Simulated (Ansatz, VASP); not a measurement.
## CoO in two plane-wave programs

Aim: how closely do two programs agree when they are given the same cell, functional and k mesh? The cell is taken from a series of runs on this material, whose earlier steps may have relaxed, scaled, displaced or heated it; both programs get it as it stands.

Program: Ansatz 0.2.0. Level of theory: plane waves, with VASP 6.6.1 beside it; single point at PBE. Results are calculated unless marked as measured.

In doubt: warnings of the run leave room for a lower electronic state (step 2), so energies may not be the lowest and differences between runs may mislead.

### 1. The structure

The structure is cubic, space group Fm-3m (No. 225). The conventional cell has a = 4.263 Å, b = 4.263 Å, c = 4.263 Å, α = 90.00°, β = 90.00°, γ = 90.00°. Nearest to Co lie 6 O at 2.13 Å. Nearest to O lie 6 Co at 2.13 Å. Farther neighbours and most contacts between anions are not listed.

Structure file:

```cif
data_structure
_symmetry_space_group_name_H-M 'P 1'
_symmetry_Int_Tables_number 1
_cell_length_a 3.0144
_cell_length_b 3.0144
_cell_length_c 7.3837
_cell_angle_alpha 90.000
_cell_angle_beta 90.000
_cell_angle_gamma 120.000
_cell_volume 58.10
loop_
_atom_site_label
_atom_site_type_symbol
_atom_site_fract_x
_atom_site_fract_y
_atom_site_fract_z
_atom_site_occupancy
Co1 Co 0.00000 0.00000 0.00000 1
Co2 Co 0.33333 0.66667 0.66667 1
Co3 Co 0.66667 0.33333 0.33333 1
O4 O 0.66667 0.33333 0.83333 1
O5 O 0.00000 0.00000 0.50000 1
O6 O 0.33333 0.66667 0.16667 1
```

### 2. Ansatz: single point, PBE, pair 1

Ansatz runs on its default PAW (the set named soft_2) files.

A single point gives forces, pressure and levels at one fixed geometry, so differences don't come from the geometry; what else differs is listed under the comparison.

Contents of input.yaml:

```yaml
crystal:
  lattice:
    - [0.0, 2.1315, 2.1315]
    - [-2.1315, 0.0, -2.1315]
    - [-4.263, -4.263, 4.263]
  atoms:
    - { symbol: Co, position: [0.0, 0.0, 0.0], spin: 3.0 }
    - { symbol: Co, position: [0.333333333, 0.666666667, 0.666666667], spin: 3.0 }
    - { symbol: Co, position: [0.666666667, 0.333333333, 0.333333333], spin: 3.0 }
    - { symbol: O, position: [0.666666667, 0.333333333, 0.833333333] }
    - { symbol: O, position: [0.0, 0.0, 0.5] }
    - { symbol: O, position: [0.333333333, 0.666666667, 0.166666667] }
magnetization:
  spin_polarized: true
kpoints:
  mp_grid: { grid: [10, 10, 4] }
hamiltonian:
  xc: pbe
scf:
  occupations: { method: fermi_dirac, width: 0.05 }
output:
  eigenvalues: true
```

The run is started by

```
> ansatz run input.yaml --threads 4 --pin off --max-ram 8192MiB --backend cpu --events-out ev --progress --plain --runs-dir out
```

Numbers of over 12 decimals in the logs are rounded to 6 here.

What it wrote:

```text
Engine: ansatz 0.2.0, aarch64-unknown-linux-gnu
Pseudopotentials: kind: paw
Pseudopotential: Co, paw, valence charge 17, recommended cutoff 420 eV (normal), Co.paw.azcp
Pseudopotential: O, paw, valence charge 6, recommended cutoff 420 eV (normal), O.paw.azcp
Functional definition: PBE
  parameter kappa = 0.804
  parameter beta = 0.066725
  exchange = pbe_x(kappa = kappa, mu = beta*pi^2/3)
  correlation = pbe_c(beta = beta)
Crystal: 6 atoms, lattice volume = 58.104 Å³
Basis set: ecut = 420 eV, 1081 PW (Γ)
Bands: 47, of which v1, the nominal top of the filled ones, is band 35 counted from 1 (34 counted from 0)
Symmetry: 36 space group operations
Space group: Fm-3m (ITA 225), of the structure as read, at distance tolerance 3.9e-5 Å
Magnetic group: BNS 225.116 (UNI 1618), of the structure as read, at distance tolerance 3.9e-5 Å
k-points: 50 of 400
Non-local potential: Co, projectors of the file, l = 0: 3, l = 1: 2, l = 2: 3, l = 3: 1
Non-local potential: O, projectors of the file, l = 0: 2, l = 1: 2, l = 2: 1
PAW form: soft (Blöchl's): semilocal exchange-correlation on the pseudo side does not see the compensation charge
PAW one-centre angular grid: Co, 590 points (default); XC on 64 Gauss nodes
PAW one-centre angular grid: O, 110 points (default); XC on 64 Gauss nodes
Initial density: superposition of atomic densities (chi_scale 0.1, normalization cell, long waves kept (reshape's long-wave potential 0.00 eV rms))
Starting moments: Σ|m| = 9 μB on 3 of 6 sites
Initial wavefunctions: pseudopotential atomic-orbital guess
Functional: x = pbe(κ = 0.804, μ = 0.219515), c = pbe(β = 0.066725)
SCF iter   1: F=—  HF=-17074.112483 eV  |F-HF|=—  |Δ(HF+E_count)|=         —  Δρ=1.72e-1 (↑4.60e-2 ↓1.72e-1)  dr2=1.79e1  dr2_m=2.87e0  M=6.683 μB ∫|m|=6.683 μB  β_m=0.30  ethr=3.10e-3  ⟨swp⟩=5.3  Hψ=15418  notcnv=0  defer=4
Mixer restart at iter 1: flushing history
preconditioner: auto → Kerker (q_TF=auto, 2.808 Å⁻¹)  [metal: Δε(μ)=0.003 eV  Ē_g=11.115 eV  σ=0.050 eV  W_gap=0.02  n_scr=24 (ndim 8)  ℏωp=32.7 eV  f_vac=0.000  D(μ)=15.36/eV (n_scr^D=334)]
spin=Collinear: Kerker preconditioning applied to the charge; magnetization (m = ρ↑ − ρ↓) channel mixes plain (no charge-response kernel on spin).
SCF iter   2: F=—  HF=-17075.509301 eV  |F-HF|=—  |Δ(HF+E_count)|=    1.40e0  Δρ=4.53e-2 (↑3.31e-2 ↓4.53e-2)  dr2=1.52e0  dr2_m=3.38e-1  M=8.421 μB ∫|m|=8.423 μB  β_m=0.33  ethr=3.10e-3  ⟨swp⟩=3.0  Hψ=10387  notcnv=0  defer=376
SCF iter   3: F=—  HF=-17076.051027 eV  |F-HF|=—  |Δ(HF+E_count)|=   5.42e-1  Δρ=3.06e-2 (↑2.45e-2 ↓3.06e-2)  dr2=5.19e-1  dr2_m=2.05e-1  M=8.599 μB ∫|m|=8.605 μB  β_m=0.66  ethr=2.20e-3  ⟨swp⟩=2.0  Hψ=6214  notcnv=0  defer=386
SCF iter   4: F=—  HF=-17076.326334 eV  |F-HF|=—  |Δ(HF+E_count)|=   2.75e-1  Δρ=1.08e-2 (↑5.51e-3 ↓1.08e-2)  dr2=4.47e-2  dr2_m=1.63e-2  M=8.778 μB ∫|m|=8.814 μB  β_m=0.83  ethr=7.52e-4  ⟨swp⟩=3.2  Hψ=8333  notcnv=0  defer=386
SCF iter   5: F=—  HF=-17076.351601 eV  |F-HF|=—  |Δ(HF+E_count)|=         —  Δρ=8.28e-3 (↑2.94e-3 ↓8.28e-3)  dr2=2.71e-2  dr2_m=8.41e-3  M=8.822 μB ∫|m|=8.865 μB  β_m=0.83  ethr=6.48e-5  ⟨swp⟩=2.5  Hψ=7467  notcnv=0  defer=413
Mixer restart at iter 5: flushing history
SCF iter   6: F=—  HF=-17076.353351 eV  |F-HF|=—  |Δ(HF+E_count)|=   1.75e-3  Δρ=4.12e-3 (↑4.12e-3 ↓3.54e-3)  dr2=1.40e-2  dr2_m=2.31e-4  M=8.797 μB ∫|m|=8.841 μB  β_m=0.69  ethr=3.93e-5  ⟨swp⟩=2.0  Hψ=8979  notcnv=0  defer=421
SCF iter   7: F=—  HF=-17076.346499 eV  |F-HF|=—  |Δ(HF+E_count)|=   6.85e-3  Δρ=1.56e-3 (↑6.03e-4 ↓1.56e-3)  dr2=9.66e-4  dr2_m=3.88e-4  M=8.815 μB ∫|m|=8.861 μB  β_m=0.76  ethr=2.03e-5  ⟨swp⟩=2.0  Hψ=9446  notcnv=0  defer=418
SCF iter   8: F=—  HF=-17076.346394 eV  |F-HF|=—  |Δ(HF+E_count)|=   1.06e-4  Δρ=4.33e-4 (↑1.72e-4 ↓4.33e-4)  dr2=7.78e-5  dr2_m=2.97e-5  M=8.805 μB ∫|m|=8.851 μB  β_m=0.88  ethr=1.40e-6  ⟨swp⟩=2.4  Hψ=7690  notcnv=0  defer=418
SCF iter   9: F=—  HF=-17076.346450 eV  |F-HF|=—  |Δ(HF+E_count)|=   5.61e-5  Δρ=9.46e-5 (↑9.46e-5 ↓9.23e-5)  dr2=1.33e-5  dr2_m=4.26e-7  M=8.802 μB ∫|m|=8.848 μB  β_m=0.94  ethr=1.13e-7  ⟨swp⟩=2.2  Hψ=6368  notcnv=0  defer=418
SCF iter  10: F=—  HF=-17076.346458 eV  |F-HF|=—  |Δ(HF+E_count)|=   8.02e-6  Δρ=5.55e-5 (↑3.44e-5 ↓5.55e-5)  dr2=1.06e-6  dr2_m=7.77e-7  M=8.802 μB ∫|m|=8.848 μB  β_m=0.97  ethr=1.92e-8  ⟨swp⟩=2.0  Hψ=6685  notcnv=0  defer=418
SCF iter  11: F=—  HF=-17076.346458 eV  |F-HF|=—  |Δ(HF+E_count)|=   6.80e-7  Δρ=9.02e-6 (↑9.02e-6 ↓7.52e-6)  dr2=4.52e-8  dr2_m=1.26e-8  M=8.802 μB ∫|m|=8.848 μB  β_m=0.99  ethr=1.53e-9  ⟨swp⟩=2.0  Hψ=6646  notcnv=0  defer=418
SCF iter  12: F=-17076.346458 eV  HF=-17076.346458 eV  |F-HF|=5.13e-10  |Δ(HF+E_count)|=   4.64e-8  Δρ=5.67e-6 (↑2.90e-6 ↓5.67e-6)  dr2=7.94e-9  dr2_m=6.08e-9  M=8.802 μB ∫|m|=8.848 μB  ethr=6.56e-11  ⟨swp⟩=6.6  Hψ=16870  notcnv=0
SCF 1 converged in 12 iterations: F = -17076.346458 eV  dr2 = 7.94e-9
  greatest PAW one-centre occupation: 1.004 electrons in one spin orbital (limit 2), on the Co atom at site 2 (counted from 0), in its partial waves of l = 1
WARN: an SCF from ferrimagnetic starting moments (-3.00, 3.00, 3.00, 0.00, 0.00, 0.00 Bohr magnetons, atom by atom) was not made, by what the run has read of turns of its moments that order reads lower: the deck asks for what bars it, or types moments that do (magnetization.spin_polarized, in the input reference, names some of the keys), or the run goes by scf.lower_state_search: light, the default, which as a rule tries one only behind a close that has lost an order of both signs, or on which an open d or half-filled 4f shell of a PAW file has lost a moment that was set nearer to Hund's than to what is left; [rest of the remark cut]
SCF converged after 12 iterations
Magnetization: 8.8022 μB (38.9011 up, 30.0989 down)
Absolute magnetization: 8.8483 μB (∫|ρ↑−ρ↓|, with the PAW one-centre terms)
Spin contamination: 0.0232 ħ² per cell (⟨S²⟩ above its minimum at these occupations)
Per-site moments (μB) at R_I (Å): [(2.496554, 0.879244), (2.496554, 0.87924375), (2.496554, 0.87924375), (0.321034, 0.879244), (0.321034, 0.87924375), (0.321034, 0.87924375)]
Free energy (F): -17076.346458 eV
Harris-Foulkes:  -17076.346458 eV  (|F-HF|=5.13e-10)
Internal energy: -17076.244807 eV  (E = F + TS)
E sigma→0 (E₀):  -17076.295633 eV
Entropy (-TS):   -0.101652 eV (-16.942 meV/atom)
Fermi energy:    13.847777 eV
--- Per-component energies (eV) ---
  E_band       = -918.646442
  E_kinetic    = 1852.043853
  E_local      = -10310.933686  (includes V_loc(G=0)·N_el)
  E_nonlocal   = 1542.629977
  E_hartree    = 4232.699454
  E_xc         = -685.738012
  E_vxc        = -881.255207  (∫ρ·V_xc dr)
  E_paw        = -5030.758737  (= ΣΔE_a)
  E_vpaw       = -1586.538016  (= ΣTr[D̂ρ^β])
  E_aug_tail   = 0.007541  (compensation charges beyond the density's cutoff)
  E_ewald      = -8676.195198
  E_smearing   = -0.101652  (= −TS)
  E_closure    = 0.000000  (closes the sum)
  Σ components = -17076.346458   (vs F -17076.346458, Δ=0.00e0)
--- Band table (eV; the first three rows and the last of 100) ---
  k-point 0 ↑: bands = [... 31 lower, 11.2793, 11.2793, 11.7188, 11.7188, 13.4279, 13.4279, 13.4279, 13.4279, ... 8 higher]
  k-point 1 ↑: bands = [... 31 lower, 11.4249, 11.4249, 11.4763, 11.9326, 12.8744, 12.8744, 13.7918, 13.7918, ... 8 higher]
  k-point 2 ↑: bands = [... 31 lower, 11.4744, 12.0212, 12.1880, 12.1880, 12.1880, 12.1880, 13.9203, 13.9203, ... 8 higher]
  k-point 49 ↓: bands = [... 31 lower, 13.9835, 13.9910, 14.8844, 15.1821, 15.1821, 15.6147, 15.9063, 15.9063, ... 8 higher]
```

Reading the cycles: dr2 is the Hartree energy of the density residual (eV), the measure of convergence; HF is the Harris–Foulkes estimate of the energy, which meets the free energy F at convergence.

### 3. VASP: single point, PBE, pair 1

The same cell, functional, mesh and smearing now go to VASP, with its own data sets.

Lines of VASP's logs that name or quote its potential files are left out, and so is its time.

Contents of INCAR:

```
SYSTEM = CoO
PREC = Accurate
ENCUT = 520
EDIFF = 1E-06
NELM = 200
ISMEAR = -1
SIGMA = 0.05
LREAL = .FALSE.
ALGO = Normal
GGA = PE
NBANDS = 36
ISPIN = 2
MAGMOM = 2.5 2.5 2.5 0.32 0.32 0.32
LASPH = .TRUE.
LMAXMIX = 4
LORBIT = 11
LWAVE = .FALSE.
LCHARG = .FALSE.
ISIF = 2
GGA_COMPAT = .FALSE.
KPAR = 2
```

Contents of POSCAR:

```
CoO
1.0
    0.0000000000      2.1315000000      2.1315000000
   -2.1315000000      0.0000000000     -2.1315000000
   -4.2630000000     -4.2630000000      4.2630000000
Co O
3 3
Direct
    1.0000000000      0.0000000000      1.0000000000
    0.3333333333      0.6666666667      0.6666666667
    0.6666666667      0.3333333333      0.3333333333
    0.6666666667      0.3333333333      0.8333333333
    1.0000000000      0.0000000000      0.5000000000
    0.3333333333      0.6666666667      0.1666666667
```

Contents of KPOINTS:

```
Automatic mesh
0
Gamma
10 10 4
0 0 0
```

Potentials, in the order of the species: Co and O (PBE family, release 64).

The run is started by

```
> mpirun -np 2 vasp_std
```

What it wrote:

```text
[banner, memory and clock lines left out]
running    2 mpi-ranks, on    1 nodes
 distrk:  each k-point on    1 cores,    2 groups
 distr:  one band on    1 cores,    1 groups

 POSCAR found type information on POSCAR CoO
 POSCAR found :  2 types and       6 ions
 LDA part: xc-table for (Slater+PW92), standard interpolation
 POSCAR, INCAR and KPOINTS ok, starting setup
 FFT: planning ... GRIDC
 FFT: planning ... GRID_SOFT
 FFT: planning ... GRID
 WAVECAR not read
 entering main loop
       N       E                     dE             d eps       ncg     rms          rms(c)
DAV:   1     0.431101197147E+03    0.43110E+03   -0.20115E+04  7240   0.153E+03
DAV:   2     0.982902772323E+01   -0.42127E+03   -0.38068E+03  7428   0.372E+02
DAV:   3    -0.450237130525E+02   -0.54853E+02   -0.50617E+02  8044   0.146E+02
DAV:   4    -0.468669076645E+02   -0.18432E+01   -0.18246E+01  8260   0.285E+01
DAV:   5    -0.469146474770E+02   -0.47740E-01   -0.47722E-01  9636   0.407E+00    0.271E+01
DAV:   6    -0.432701250312E+02    0.36445E+01   -0.51577E+01  9664   0.915E+01    0.356E+01
DAV:   7    -0.391887274180E+02    0.40814E+01   -0.16090E+01  9324   0.696E+01    0.138E+01
DAV:   8    -0.392298590777E+02   -0.41132E-01   -0.22103E+00  9552   0.124E+01    0.756E+00
DAV:   9    -0.392094344885E+02    0.20425E-01   -0.76740E-01 10832   0.138E+01    0.519E+00
DAV:  10    -0.391997744239E+02    0.96601E-02   -0.31681E-01  9548   0.825E+00    0.188E+00
DAV:  11    -0.391851331003E+02    0.14641E-01   -0.10257E-01 10856   0.342E+00    0.309E-01
DAV:  12    -0.391865354170E+02   -0.14023E-02   -0.12325E-02  7848   0.863E-01    0.376E-01
DAV:  13    -0.391864627010E+02    0.72716E-04   -0.77480E-04  9768   0.431E-01    0.933E-02
DAV:  14    -0.391865397292E+02   -0.77028E-04   -0.10614E-04  9572   0.894E-02    0.677E-02
DAV:  15    -0.391865395378E+02    0.19139E-06   -0.18681E-05  9956   0.749E-02    0.151E-02
DAV:  16    -0.391865388731E+02    0.66471E-06   -0.11361E-05  9208   0.270E-02    0.721E-03
DAV:  17    -0.391865390434E+02   -0.17031E-06   -0.89693E-07  3976   0.129E-02
   1 F= -.39186539E+02 E0= -.39133982E+02  d E =-.105115E+00  mag=     8.7120
```

OUTCAR, selected parts (step 3):

```text
ion  position               nearest neighbor table
   1  0.000  0.000  0.000-   4 2.13   6 2.13   4 2.13   6 2.13   4 2.13   6 2.13   2 3.01   3 3.01
                             3 3.01   2 3.01   2 3.01   3 3.01
   2  0.333  0.667  0.667-   4 2.13   4 2.13   5 2.13   4 2.13   5 2.13   5 2.13   1 3.01   1 3.01
                             1 3.01   3 3.01   3 3.01   3 3.01
   3  0.667  0.333  0.333-   6 2.13   6 2.13   6 2.13   5 2.13   5 2.13   5 2.13   1 3.01   1 3.01
                             1 3.01   2 3.01   2 3.01   2 3.01
   4  0.667  0.333  0.833-   2 2.13   2 2.13   2 2.13   1 2.13   1 2.13   1 2.13
   5  0.000  0.000  0.500-   2 2.13   3 2.13   3 2.13   2 2.13   3 2.13   2 2.13
   6  0.333  0.667  0.167-   3 2.13   3 2.13   3 2.13   1 2.13   1 2.13   1 2.13

  LATTYP: Found a hexagonal cell.
 ALAT       =     3.0143962082
 C/A-ratio  =     2.4494897428

 Subroutine GETGRP returns: Found 12 space group operations
 (whereof 12 operations were pure point group operations)

The static configuration has the point symmetry D_3d.

 Found     50 irreducible k-points:

   k-points           NKPTS =     50   k-points in BZ     NKDIM =     50   number of bands    NBANDS=     36

   dimension x,y,z NGX =    24 NGY =   24 NGZ =   56
   dimension x,y,z NGXF=    48 NGYF=   48 NGZF=  112

   ENCUT  =  520.0 eV  38.22 Ry    6.18 a.u.   5.60  5.60 13.73*2*pi/ulx,y,z

   NELECT =      45.0000    total number of electrons

 k-points in reciprocal lattice and weights: Automatic mesh
   0.00000000  0.00000000  0.00000000       0.003
   0.10000000  0.00000000  0.00000000       0.015
   0.20000000  0.00000000  0.00000000       0.015
   0.30000000  0.00000000  0.00000000       0.015
   0.40000000  0.00000000  0.00000000       0.015
   0.50000000  0.00000000  0.00000000       0.007
   0.10000000  0.10000000  0.00000000       0.015
   0.20000000  0.10000000  0.00000000       0.030
   0.30000000  0.10000000  0.00000000       0.030
[...]
0.40000000  0.20000000  0.50000000       0.015
   0.30000000  0.30000000  0.50000000       0.015

 average (electrostatic) potential at core
       1 -81.1721       2 -81.1720       3 -81.1720       4 -68.0827       5 -68.0827
       6 -68.0827

 E-fermi :   7.8689

 spin component 1
 k-point     1 :       0.0000    0.0000    0.0000
  band No.  band energies     occupation
    ...
     23       5.7783      1.00000
     24       7.4873      0.99952
     25       7.4873      0.99952
     26       7.4873      0.99952
     27       7.4873      0.99952
     28       8.8653      0.00000
     29      12.4253      0.00000
     30      12.4253      0.00000
     31      18.0893      0.00000
     32      18.0893      0.00000
    ...

 k-point     2 :       0.1000    0.0000    0.0000
  band No.  band energies     occupation
    ...
     23       5.8484      1.00000
     24       6.8645      1.00000
     25       7.0627      1.00000
     26       7.4586      0.99973
     27       7.7628      0.89303
     28       9.4952      0.00000
     29      12.8676      0.00000
     30      12.8889      0.00000
     31      18.0920      0.00000
     32      18.1043      0.00000
    ...

 k-point     3 :       0.2000    0.0000    0.0000
  band No.  band energies     occupation
    ...
     23       6.2284      1.00000
     24       6.5092      1.00000
     25       6.5518      1.00000
     26       6.8880      1.00000
     27       7.8679      0.50536
     28      10.8221      0.00000
     29      13.7768      0.00000
     30      13.8043      0.00000
     31      18.0655      0.00000
     32      18.2000      0.00000
    ...

 k-point     4 :       0.3000    0.0000    0.0000
  band No.  band energies     occupation
    ...
     23       6.1936      1.00000
     24       6.2269      1.00000
     25       6.6207      1.00000
     26       7.1230      1.00000
     27       7.8131      0.75327
     28      12.2105      0.00000
     29      14.1811      0.00000
     30      14.6401      0.00000
     31      17.5774      0.00000
     32      17.8611      0.00000
    ...

 k-point     5 :       0.4000    0.0000    0.0000
  band No.  band energies     occupation
    ...
     23       5.9672      1.00000
     24       6.7103      1.00000
     25       7.0339      1.00000
     26       7.3690      0.99995
     27       7.6309      0.99151
     28      13.3696      0.00000
     29      13.9299      0.00000
     30      14.8128      0.00000
     31      16.7886      0.00000
     32      17.7086      0.00000
    ...

 k-point     6 :       0.5000    0.0000    0.0000
  band No.  band energies     occupation
    ...
     23       5.9965      1.00000
     24       7.1857      1.00000
     25       7.1857      1.00000
     26       7.3633      0.99996
     27       7.3633      0.99996
     28      13.7312      0.00000
     29      14.2431      0.00000
     30      14.2431      0.00000
     31      16.9795      0.00000
     32      16.9795      0.00000
    ...

  Total       -0.8816257     -0.8816257     -0.8816257     -0.0014072      0.0014072      0.0014072
  in kB      -24.3101471    -24.3101471    -24.3101471     -0.0388021      0.0388021      0.0388021
  external PRESSURE =     -24.3101471 kB  Pullay stress =       0.0000000 kB

  energy-cutoff  :      520.00
  volume of cell :       58.10
      direct lattice vectors                 reciprocal lattice vectors
     0.000000000  2.131500000  2.131500000    -0.156384393  0.312768786  0.156384393
    -2.131500000  0.000000000 -2.131500000    -0.312768786  0.156384393 -0.156384393
    -4.263000000 -4.263000000  4.263000000    -0.078192196 -0.078192196  0.078192196

 POSITION                                       TOTAL-FORCE (eV/Angst)
 -----------------------------------------------------------------------------------
      0.00000      0.00000      0.00000         0.000000      0.000000      0.000000
     -4.26300     -2.13150      2.13150        -0.000000     -0.000000     -0.000000
     -2.13150      0.00000      2.13150         0.000000      0.000000      0.000000
     -4.26300     -2.13150      4.26300        -0.000000     -0.000000     -0.000000
     -2.13150     -2.13150      2.13150        -0.000000     -0.000000     -0.000000
     -2.13150     -0.00000     -0.00000        -0.000000     -0.000000      0.000000
 -----------------------------------------------------------------------------------
    total drift:                               -0.000000      0.000000     -0.000000

  FREE ENERGIE OF THE ION-ELECTRON SYSTEM (eV)
  ---------------------------------------------------
  free  energy   TOTEN  =       -39.1865390434 eV

  energy  without entropy=      -39.0814240816  energy(sigma->0) =      -39.13398156

 total charge
# of ion       s       p       d       tot
------------------------------------------
    1        0.293   0.354   7.141   7.789
    2        0.293   0.354   7.141   7.789
    3        0.293   0.354   7.141   7.789
    4        1.556   3.423   0.000   4.979
    5        1.556   3.423   0.000   4.979
    6        1.556   3.423   0.000   4.979
--------------------------------------------------
tot          5.548  11.331  21.424  38.302

 magnetization (x)
# of ion       s       p       d       tot
------------------------------------------
    1        0.020   0.018   2.519   2.557
    2        0.020   0.018   2.519   2.557
    3        0.020   0.018   2.519   2.557
    4        0.028   0.268   0.000   0.297
    5        0.028   0.268   0.000   0.297
    6        0.028   0.268   0.000   0.297
--------------------------------------------------
tot          0.147   0.857   7.557   8.561

[... 6 further parts left out ...]
```

The magnetic state follows from one typed start and may not be the lowest. Oxides and halides of Co are often magnetic insulators, and a metal at this level, without U or exact exchange, may be an artefact.

(Part 1 of 2 ends here.)

[Lines on the potential files, build, host, timing and source positions are cut from VASP's logs without a mark.]

[Logs are printed without paths, hosts, clocks, repeated set-up lines and the standing remarks that a program may print on its own settings, such as how far it seeks lower states.]

[Hosts, paths, dates, database ids (printed as entryN), source tags and the programs' standing remarks are cut or masked in the printed files.]
